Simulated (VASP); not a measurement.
Wanted: the native input for a VASP 6.6.1 run.

| Quantity | Value |
| --- | --- |
| Task | relaxation of cell and atoms |
| Functional | PBE |
| Potentials or basis | VASP PAW PBE potentials, release 64 (Cs_sv, Pb, I, Cl) |
| Cutoff | 300 eV |
| k mesh | 4 × 4 × 4 |
| Occupations | gaussian, width 0.03 eV |
| Spin | no spin polarisation |
| Further INCAR settings | ALGO = Normal; EDIFF = 1e-07; IBRION = 2; EDIFFG = -0.005; NSW = 90; ISIF = 3 |

The structure of Cs2PbI2Cl2 lies in POSCAR:

```
Cs2PbI2Cl2                              
1.0
   -2.8736603955      2.8736603955      9.7133807267
    2.8736603955     -2.8736603955      9.7133807267
    2.8736603955      2.8736603955     -9.7133807267
  Cs              Pb              I               Cl            
     2     1     2     2
Direct
     0.3686400259341945    0.3686400259341945    0.0000000000000000
     0.6313599740658055    0.6313599740658055    0.0000000000000000
     0.0000000000000000    0.0000000000000000    0.0000000000000000
     0.1662332676779540    0.1662332676779540    0.0000000000000000
     0.8337667323220461    0.8337667323220461    0.0000000000000000
     0.5000000000000000    0.0000000000000000    0.5000000000000000
     0.0000000000000000    0.5000000000000000    0.5000000000000000
```

The cell comes from a database or a generator and needn't be the stable form of this composition.

These files were run (other wordings do the same):

INCAR

```
PREC = Accurate
ENCUT = 300
EDIFF = 1E-7
ISMEAR = 0
SIGMA = 0.03
LREAL = F
LASPH = T
NELM = 80
ALGO = Normal
ISIF = 3
LWAVE = F
LCHARG = F
GGA = PE
IBRION = 2
NSW = 90
EDIFFG = -0.005
KPAR = 2
```

KPOINTS

```
Automatic mesh
0
Gamma
  4 4 4
```

Potentials or basis: VASP PAW PBE potentials, release 64 (Cs_sv, Pb, I, Cl).

Command:

```console
$ cat potpaw_PBE.64/Cs_sv/POTCAR potpaw_PBE.64/Pb/POTCAR potpaw_PBE.64/I/POTCAR potpaw_PBE.64/Cl/POTCAR > POTCAR
$ mpirun -np 2 vasp_std > vasp.out
```

It gave:

```
Relaxed volume                         : 45.81 Å³/atom
Relaxed cell                           : a = 10.530 Å, b = 10.530 Å, c = 10.530 Å, α = 148.33°, β = 148.33°, γ = 45.39°
Space group after relaxing (to 0.05 Å) : I4/mmm (No. 139)
Energy gained by relaxing              : 0.0 meV/atom
Ionic steps                            : 2
Pressure after relaxing                : 0.0 GPa
Largest force after relaxing           : 0.005 eV/Å
Band gap on the k mesh                 : 2.49 eV, direct
```

Caveat: the cutoff is under 1.25 times the usual one of these potentials, so pressure, stress and relaxed cells hold a basis-set (Pulay) error; spin-orbit coupling is left out, which as a rule narrows the gap of such compounds by several tenths of an eV.

Run time: 3.4 min on 2 MPI ranks on AMD EPYC 7R13 Processor (Zen 3), with other jobs on the host, peak memory 0.52 GiB a rank.
